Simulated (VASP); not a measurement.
Input:

```xyz
3
Lattice="1.9672 -3.3991 0.0000 1.9672 3.3991 0.0000 0.0000 0.0000 3.4729" Properties=species:S:1:pos:R:3 pbc="T T T"
Ba     0.0000     0.0000     0.0000
O      1.9672     0.7433     1.7365
O      1.9672    -0.7433     1.7365
```

Level of theory: LDA (Ceperley-Alder, Perdew-Zunger), VASP's LDA PAW potentials (set 64) (plane waves; VASP). Settings: 520 eV cut-off, Gaussian smearing of 0.050 eV, potentials Ba_sv O.

Unless said otherwise, spin-orbit coupling is left out, though it shifts the bands of the heavy elements here.

Problem. Give the energies of bands 7 to 14 at the high-symmetry points, in eV from the valence-band maximum.

Solution. 
```tsv
band	Γ	Y	C0	Z	A0	T	S	R
7	-6.70	-5.02	-5.90	-6.30	-5.40	-5.70	-5.63	-5.97
8	-3.74	-3.85	-4.61	-5.52	-3.67	-5.35	-4.99	-3.38
9	-3.23	-3.73	-4.50	-4.89	-3.63	-4.86	-4.75	-3.29
10	-2.06	-1.26	-0.83	-1.46	-1.62	-0.90	-0.55	-2.18
11	-0.24	-0.24	-0.44	-0.85	-1.45	0.00	-0.44	-1.21
12	1.46	2.08	3.84	3.06	3.57	2.24	2.43	4.01
13	4.52	3.38	3.89	3.49	6.30	6.21	3.63	5.27
14	4.68	4.55	5.39	4.62	6.56	6.30	5.46	6.14
```

The gap is indirect, 1.46 eV, from the valence maximum at T to the conduction minimum at Γ.

The structure comes from a computed database's BaO2 entry (Cmmm); how it stands against other phases isn't given here. It was relaxed first, which changed the volume by -17 %.
